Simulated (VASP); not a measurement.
Crystal: RuF2.

```
Ru F
1.0
     0.00000    2.40874    2.40874
     2.40874    0.00000    2.40874
     2.40874    2.40874    0.00000
Ru F
1 2
Direct
  0.00000 0.00000 0.00000
  0.25000 0.25000 0.25000
  0.75000 0.75000 0.75000
```

The cell comes from a database or a generator and needn't be the stable form of this composition.

Base run:

| Item | Value |
| --- | --- |
| Program | VASP 6.6.1 |
| Functional | LDA |
| Potentials or basis | VASP PAW LDA potentials, release 64 (Ru_pv, F) |
| Cutoff | 520 eV |
| k mesh | 7 × 7 × 7 |
| Occupations | gaussian, width 0.05 eV |
| Spin | collinear spin, random start |
| Starting moments | [-0.05, 0.0, 0.0] μB |
| Hubbard terms | Ru d U = 3 eV |

Its results: band gap on the k mesh none (metal or under the smearing width); pressure 44.4 GPa; net moment 0.00 μB per cell.

Question: The run is repeated on the same cell with these changes: hubbard terms from Ru d U = 3 eV to Ru d U = 6 eV; moments at the start from [-0.05, 0.0, 0.0] to [-0.01, 0.0, 0.0]. What comes out?

Answer: Band gap on the k mesh none (metal or under the smearing width); pressure 45.6 GPa; net moment 0.00 μB per cell.

Caveats: a pressure of tens of GPa on the cell as given is suspect, and the run, the potentials or the cell itself is likely at fault.

Not every run made on this cell is shown here.
